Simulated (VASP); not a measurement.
# Rb3Ba (Fm-3m) in VASP: notebook, part 2 of 2

VASP 6.6.1.

**4. Single point, PBE**

Contents of INCAR:

```
SYSTEM = Rb3Ba
  ALGO = Normal
  EDIFF = 1E-6
  ENCUT = 520
  GGA = PE
  ISIF = 2
  ISMEAR = 0
  LASPH = .True.
  LCHARG = .False.
  LREAL = .False.
  LWAVE = .False.
  NBANDS = 26
  NELM = 80
  PREC = Accurate
  SIGMA = 0.1
```

Contents of KPOINTS:

```
k-points
0
Gamma
  12 12 12
  0 0 0
```

Contents of POSCAR:

```
Rb3Ba
1.0
    0.0000000000      5.5144300000      5.5144300000
    5.5144300000      0.0000000000      5.5144300000
    5.5144300000      5.5144300000      0.0000000000
Rb Ba
3 1
Direct
    0.2500000000      0.2500000000      0.2500000000
    0.7500000000      0.7500000000      0.7500000000
    0.5000000000      0.5000000000      0.5000000000
    0.0000000000      0.0000000000      0.0000000000
```

Potentials or basis: VASP PAW PBE potentials, release 64 (Rb_sv, Ba_sv).

On the command line:

```bash
> cat potpaw_PBE.64/Rb_sv/POTCAR potpaw_PBE.64/Ba_sv/POTCAR > POTCAR
> mpirun -np 1 vasp_std > vasp.out
```

OUTCAR:

```text
SYSTEM = Rb3Ba
   EDIFF = 1E-6
   ENCUT = 520
   GGA = PE
   ISIF = 2
   ISMEAR = 0
   LASPH = .True.
   LREAL = .False.
   NELM = 80
   PREC = Accurate

 ion  position               nearest neighbor table
   1  0.250  0.250  0.250-   4 4.78   4 4.78   4 4.78   3 4.78   4 4.78   3 4.78   3 4.78   3 4.78
                             2 5.51   2 5.51   2 5.51   2 5.51   2 5.51   2 5.51
   2  0.750  0.750  0.750-   3 4.78   3 4.78   3 4.78   3 4.78   4 4.78   4 4.78   4 4.78   4 4.78
                             1 5.51   1 5.51   1 5.51   1 5.51   1 5.51   1 5.51
   3  0.500  0.500  0.500-   1 4.78   1 4.78   1 4.78   1 4.78   2 4.78   2 4.78   2 4.78   2 4.78

   4  0.000  0.000  0.000-   2 4.78   2 4.78   2 4.78   1 4.78   2 4.78   1 4.78   1 4.78   1 4.78

  LATTYP: Found a face centered cubic cell.
 ALAT       =    11.0288600000

  Lattice vectors:

 A1 = (   0.0000000000,   5.5144300000,   5.5144300000)
 A2 = (   5.5144300000,   0.0000000000,   5.5144300000)
 A3 = (   5.5144300000,   5.5144300000,   0.0000000000)

Analysis of symmetry for initial positions (statically):
=====================================================================
 Subroutine PRICEL returns:
 Original cell was already a primitive cell.

 Routine SETGRP: Setting up the symmetry group for a
 face centered cubic supercell.

 Subroutine GETGRP returns: Found 48 space group operations
 (whereof 48 operations were pure point group operations)
 out of a pool of 48 trial point group operations.

The static configuration has the point symmetry O_h .

Analysis of symmetry for dynamics (positions and initial velocities):
=====================================================================
 Subroutine PRICEL returns:
 Original cell was already a primitive cell.

 Routine SETGRP: Setting up the symmetry group for a
 face centered cubic supercell.

 Subroutine GETGRP returns: Found 48 space group operations
 (whereof 48 operations were pure point group operations)
 out of a pool of 48 trial point group operations.

The dynamic configuration has the point symmetry O_h .

 Subroutine INISYM returns: Found 48 space group operations
 (whereof 48 operations are pure point group operations),
 and found     1 'primitive' translations

----------------------------------------------------------------------------------------

                                     Primitive cell

  volume of cell :     335.3759

  direct lattice vectors                    reciprocal lattice vectors
     0.000000000  5.514430000  5.514430000    -0.090671203  0.090671203  0.090671203
     5.514430000  0.000000000  5.514430000     0.090671203 -0.090671203  0.090671203
     5.514430000  5.514430000  0.000000000     0.090671203  0.090671203 -0.090671203

  length of vectors
     7.798581695  7.798581695  7.798581695     0.157047130  0.157047130  0.157047130

  position of ions in fractional coordinates (direct lattice)
     0.250000000  0.250000000  0.250000000
     0.750000000  0.750000000  0.750000000
     0.500000000  0.500000000  0.500000000
     0.000000000  0.000000000  0.000000000

  ion indices of the primitive-cell ions
[... 28 lines left out ...]
 ===========================================

 Found     72 irreducible k-points:

 Following reciprocal coordinates:
            Coordinates               Weight
  0.000000  0.000000  0.000000      1.000000
  0.083333  0.000000  0.000000      8.000000
  0.166667  0.000000  0.000000      8.000000
  0.250000  0.000000  0.000000      8.000000
  0.333333  0.000000  0.000000      8.000000
  0.416667  0.000000  0.000000      8.000000
[... 16 lines left out ...]
  0.500000  0.166667  0.000000     24.000000
 -0.416667  0.166667  0.000000     24.000000
 [... further k-points ...]
   k-points           NKPTS =     72   k-points in BZ     NKDIM =     72   number of bands    NBANDS=     26
   number of dos      NEDOS =    301   number of ions     NIONS =      4
   total plane-waves  NPLWV = 216000
   dimension x,y,z NGX =    60 NGY =   60 NGZ =   60
   dimension x,y,z NGXF=   120 NGYF=  120 NGZF=  120
   ions per type =               3   1
   NGX,Y,Z   is equivalent  to a cutoff of  12.79, 12.79, 12.79 a.u.
   NGXF,Y,Z  is equivalent  to a cutoff of  25.58, 25.58, 25.58 a.u.
 SYSTEM =  Rb3Ba
   PREC   = accura    normal or accurate (medium, high low for compatibility)
   ISTART =      0    job   : 0-new  1-cont  2-samecut
   ICHARG =      2    charge: 1-file 2-atom 10-const
   ISPIN  =      1    spin polarized calculation?
   LNONCOLLINEAR =      F non collinear calculations
   LSORBIT =      F    spin-orbit coupling
   LASPH  =      T    aspherical Exc in radial PAW
   ENCUT  =  520.0 eV  38.22 Ry    6.18 a.u.  14.50 14.50 14.50*2*pi/ulx,y,z
   NELM   =     80;   NELMIN=  2; NELMDL= -5     # of ELM steps
   EDIFF  = 0.1E-05   stopping-criterion for ELM
   LREAL  =      F    real-space projection
   EDIFFG = 0.1E-04   stopping-criterion for IOM
   NSW    =      0    number of steps for IOM
   IBRION =     -1    ionic relax: 0-MD 1-quasi-New 2-CG
   NFREE  =      0    steps in history (QN), initial steepest desc. (CG)
   ISIF   =      2    stress and relaxation
   ISYM   =      2    0-nonsym 1-usesym 2-fastsym
   POTIM  = 0.5000    time-step for ionic-motion
   TEBEG  =    0.0;   TEEND  =   0.0 temperature during run
   PSTRESS=    0.0 pullay stress
   NELECT =      37.0000    total number of electrons
   NUPDOWN=      -1.0000    fix difference up-down
   EMIN   =  10.00;   EMAX   =-10.00  energy-range for DOS
   EFERMI =   0.00;   METHOD = LEGACY
   ISMEAR =     0;   SIGMA  =   0.10  broadening in eV -4-tet -1-fermi 0-gaus
   EFERMI_NEDOS =   21; number of points for ismear=-14 and -15
   IALGO  =     38    algorithm
   IMIX   =      4    mixing-type and parameters
     AMIX     =   0.40;   BMIX     =  1.00
     AMIX_MAG =   1.60;   BMIX_MAG =  1.00
  volume/ion in A,a.u.               =      83.84       565.81
  Fermi-wavevector in a.u.,A,eV,Ry     =   0.785172  1.483760  8.387924  0.616495
  Thomas-Fermi vector in A             =   1.889454
   LORBIT       =      0    0 simple, 1 ext, 2 COOP (PROOUT), +10 PAW based schemes
   GGA     = PE    functional components
   LHFCALC =     F    Hartree Fock is set to
   AEXX    =    0.0000 exact exchange contribution
   IVDW    =     0    specifies the selected vdW correction
   LEPSILON=     F    determine dielectric tensor
   LRPA    =     F    only Hartree local field effects (RPA)
 non-spin polarized calculation
 Gauss-broadening in eV      SIGMA  =   0.10
  energy-cutoff  :      520.00
  volume of cell :      335.38
 maximum number of plane-waves:      9185
 NGX is ok and might be reduce to    60
   NGX = 29   NGY = 29   NGZ = 29

 number of electron      37.0000000 magnetization

 Free energy of the ion-electron system (eV)
  ---------------------------------------------------
  ext. energy  EPLUGINS =         0.00000000
  ---------------------------------------------------
  free energy    TOTEN  =        -4.16824133 eV

  energy without entropy =       -4.14043307  energy(sigma->0) =       -4.15433720

 E-fermi :   0.2929     XC(G=0):  -5.9079

 val. band max:        0.2901275194   @ k =   0.5000   0.2500   0.0000
 cond. band min:       0.3000717758   @ k =   0.4167   0.3333   0.0833
 fundamental gap:      0.0099442564
 Fermi energy:         0.2928589527

 k-point     1 :       0.0000    0.0000    0.0000
  band No.  band energies     occupation
      1     -29.7970      2.00000
      2     -28.3079      2.00000
      3     -28.2268      2.00000
      4     -28.2260      2.00000
      5     -14.9115      2.00000
      6     -14.9115      2.00000
[... 685 lines left out ...]
     25       1.4772      0.00000
     26       2.2145      0.00000

 [... further k-points ...]

------------------------ aborting loop because EDIFF is reached ----------------------------------------

  FORCE on cell =-STRESS in cart. coord.  units (eV):
  Direction    XX          YY          ZZ          XY          YZ          ZX
  --------------------------------------------------------------------------------------
  -------------------------------------------------------------------------------------
  Total       -0.0354854     -0.0354854     -0.0354854     -0.0000000      0.0000000     -0.0000000
  in kB       -0.1695229     -0.1695229     -0.1695229     -0.0000000      0.0000000     -0.0000000
  external PRESSURE =      -0.1695229 kB  Pullay stress =       0.0000000 kB

 VOLUME and BASIS-vectors are now :
 -----------------------------------------------------------------------------
  energy-cutoff  :      520.00
  volume of cell :      335.38
      direct lattice vectors                 reciprocal lattice vectors
     0.000000000  5.514430000  5.514430000    -0.090671203  0.090671203  0.090671203
     5.514430000  0.000000000  5.514430000     0.090671203 -0.090671203  0.090671203
     5.514430000  5.514430000  0.000000000     0.090671203  0.090671203 -0.090671203

 POSITION                                       TOTAL-FORCE (eV/Angst)
 -----------------------------------------------------------------------------------
      2.75721      2.75721      2.75721         0.000000      0.000000      0.000000
      8.27164      8.27164      8.27164        -0.000000      0.000000     -0.000000
      5.51443      5.51443      5.51443        -0.000000     -0.000000      0.000000
      0.00000      0.00000      0.00000        -0.000000     -0.000000      0.000000
 -----------------------------------------------------------------------------------
    total drift:                                0.000000      0.000000     -0.000000

  FREE ENERGIE OF THE ION-ELECTRON SYSTEM (eV)
  ---------------------------------------------------
  free  energy   TOTEN  =        -4.1682413265 eV

  energy  without entropy=       -4.1404330697  energy(sigma->0) =       -4.15433720
```

OSZICAR:

```text
N       E                     dE             d eps       ncg     rms          rms(c)
DAV:   1     0.281718796921E+03    0.28172E+03   -0.13851E+04  3744   0.109E+03
DAV:   2     0.271526833829E+02   -0.25457E+03   -0.25066E+03  5212   0.228E+02
DAV:   3    -0.307174344004E+01   -0.30224E+02   -0.30056E+02  5682   0.757E+01
DAV:   4    -0.412018374073E+01   -0.10484E+01   -0.10450E+01  4820   0.145E+01
DAV:   5    -0.416312599697E+01   -0.42942E-01   -0.42928E-01  5586   0.238E+00    0.252E+00
DAV:   6    -0.416264048575E+01    0.48551E-03   -0.28095E-02  4728   0.685E-01    0.157E+00
DAV:   7    -0.416791360434E+01   -0.52731E-02   -0.34035E-02  4614   0.751E-01    0.152E-01
DAV:   8    -0.416819666306E+01   -0.28306E-03   -0.44667E-03  4600   0.262E-01    0.406E-02
DAV:   9    -0.416823249828E+01   -0.35835E-04   -0.25954E-04  5214   0.557E-02    0.182E-02
DAV:  10    -0.416823899979E+01   -0.65015E-05   -0.26606E-05  4604   0.216E-02    0.594E-03
DAV:  11    -0.416824163298E+01   -0.26332E-05   -0.26703E-06  3580   0.876E-03    0.200E-03
DAV:  12    -0.416824132646E+01    0.30652E-06   -0.37869E-07  2284   0.372E-03
   1 F= -.41682413E+01 E0= -.41543372E+01  d E =-.278083E-01
```

Run time: 4.6 min. Hardware: 1 thread of Intel Xeon 6975P-C (Granite Rapids), shared host; peak memory 0.89 GiB.

What came out:

| Quantity | Value |
| --- | --- |
| Free energy | -4.1682 eV |
| Pressure | 0.0 GPa |
| Band gap on the k mesh | none (metal or under the smearing width) |

Spin-orbit coupling is left out, which matters for the levels of Ba.

**5. Overview**

| k mesh | gap on the mesh (eV) | pressure (GPa) |
| --- | --- | --- |
| 8 × 8 × 8 | none | 0.0 |
| 6 × 6 × 6 | none | 0.0 |
| 12 × 12 × 12 | none | 0.0 |

Alike in all rows: task single point; level PBE; potentials or basis VASP PAW PBE potentials, release 64 (Rb_sv, Ba_sv); no spin polarisation; cell as given; cutoff (eV) 520; smearing gaussian 0.1 eV.

Every run on the cell as given and a fine mesh finds a metal.

Total energies depend on the potentials used, so only differences within one code and one set of settings carry meaning.
